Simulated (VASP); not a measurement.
Given:

```
CELL_PARAMETERS angstrom
      0.00000     1.74643     1.74643
      1.74643     0.00000     1.74643
      1.74643     1.74643     0.00000
ATOMIC_POSITIONS crystal
  N  0.00000 0.00000 0.00000
  B  0.50000 0.50000 0.50000
```

Method: r2SCAN meta-GGA, VASP's PBE PAW potentials (set 64) (plane waves; VASP). Numerical set-up: 520 eV cut-off, 14×14×14 Γ-centred mesh, tetrahedra with Blöchl corrections, potentials N B.

Q: What does the run give for the energy per atom (σ→0), band gap (over mesh and band path) with the smallest direct gap where there is one?

A: 
| Property | Result |
|---|---|
| band gap (over mesh and band path) | 1.32 eV |
| smallest direct gap (over mesh and band path) | 6.51 eV |
| energy per atom (σ→0) | -7.715 eV/atom |

The structure was generated: BN was put into the rocksalt type (Fm-3m), which need not be its known phase. It was relaxed first.
